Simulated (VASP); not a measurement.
Calculation: r2SCAN meta-GGA, VASP's PBE PAW potentials (set 64) (plane waves; VASP).

A VASP calculation is set up with these files.

### POSCAR
```
Os
1
    2.5394177178    -0.0000000000     0.0000000000
    0.0000000000     2.5394177178     0.0000000000
   -0.0000000000     0.0000000000     2.5394177178
Os
1
Direct
  0.0000000000   0.0000000000   0.0000000000
```

INCAR:
```
SYSTEM = Os
PREC = Accurate
ENCUT = 400
EDIFF = 1E-6
NELM = 100
ALGO = Normal
LREAL = .FALSE.
LASPH = .TRUE.
ISMEAR = 1
SIGMA = 0.1
METAGGA = R2SCAN
LMIXTAU = .TRUE.
LMAXMIX = 6
LWAVE = .FALSE.
LCHARG = .FALSE.
IBRION = 2
ISIF = 3
NSW = 60
EDIFFG = -0.01
```

### KPOINTS
```
Regular mesh
0
gamma
 13 13 13
0 0 0
```

POTCAR, in this order: Os (PBE.64 set). Program: vasp_std.

Output

### OSZICAR
```
       N       E                     dE             d eps       ncg     rms          rms(c)
DAV:   1    -0.213277923286E+02   -0.21328E+02   -0.37514E+03  1544   0.751E+02
DAV:   2    -0.521979712311E+02   -0.30870E+02   -0.29525E+02  1424   0.199E+02
DAV:   3    -0.528448818810E+02   -0.64691E+00   -0.63408E+00  1704   0.258E+01
DAV:   4    -0.528465227263E+02   -0.16408E-02   -0.16392E-02  1824   0.144E+00
DAV:   5    -0.528465256083E+02   -0.28820E-05   -0.28811E-05  1776   0.326E-02    0.124E+01
DAV:   6    -0.511394946745E+02    0.17070E+01   -0.11769E+00  1712   0.727E+00    0.564E+00
DAV:   7    -0.513136394316E+02   -0.17414E+00   -0.14636E-01  1376   0.407E+00    0.200E+00
DAV:   8    -0.513601313915E+02   -0.46492E-01   -0.16103E-01  1664   0.295E+00    0.305E-01
DAV:   9    -0.514059120288E+02   -0.45781E-01   -0.15712E-02  1456   0.110E+00    0.109E-01
DAV:  10    -0.514217218485E+02   -0.15810E-01   -0.32402E-03  1416   0.363E-01    0.600E-02
DAV:  11    -0.514234036409E+02   -0.16818E-02   -0.25528E-03  1456   0.371E-01    0.446E-02
DAV:  12    -0.514230544852E+02    0.34916E-03   -0.22658E-04  1632   0.132E-01    0.252E-02
DAV:  13    -0.514238792839E+02   -0.82480E-03   -0.35060E-04  1480   0.129E-01    0.145E-02
DAV:  14    -0.514240375210E+02   -0.15824E-03   -0.19641E-04  1592   0.113E-01    0.797E-03
DAV:  15    -0.514240428436E+02   -0.53227E-05   -0.38870E-06  1688   0.183E-02    0.637E-03
DAV:  16    -0.514240426375E+02    0.20607E-06   -0.20082E-07   960   0.668E-03
   1 F= -.51424043E+02 E0= -.51423850E+02  d E =-.514240E+02
```

**OUTCAR**
```
------------------------ aborting loop because EDIFF is reached ----------------------------------------
  FORCE on cell =-STRESS in cart. coord.  units (eV):
  Direction    XX          YY          ZZ          XY          YZ          ZX
  --------------------------------------------------------------------------------------
  Total        0.0072239      0.0072239      0.0072239     -0.0000000      0.0000000      0.0000000
  in kB        0.7067776      0.7067776      0.7067776     -0.0000000      0.0000000      0.0000000
  external PRESSURE =       0.7067776 kB  Pullay stress =       0.0000000 kB
  volume of cell :       16.38
      direct lattice vectors                 reciprocal lattice vectors
     2.539417718  0.000000000  0.000000000     0.393791062  0.000000000  0.000000000
     0.000000000  2.539417718  0.000000000     0.000000000  0.393791062  0.000000000
     0.000000000  0.000000000  2.539417718     0.000000000  0.000000000  0.393791062
 POSITION                                       TOTAL-FORCE (eV/Angst)
 -----------------------------------------------------------------------------------
      0.00000      0.00000      0.00000         0.000000      0.000000      0.000000
 -----------------------------------------------------------------------------------
    total drift:                                0.000000      0.000000      0.000000
  FREE ENERGIE OF THE ION-ELECTRON SYSTEM (eV)
  ---------------------------------------------------
  free  energy   TOTEN  =       -51.4240426375 eV

  energy  without entropy=      -51.4234662149  energy(sigma->0) =      -51.42385050

 reached required accuracy - stopping structural energy minimisation
```
(Selected blocks of OUTCAR.)

The structure was generated: Os was put into the simple-cubic type (Pm-3m), which need not be its known phase. It was relaxed first. The start is the result of an earlier pass.
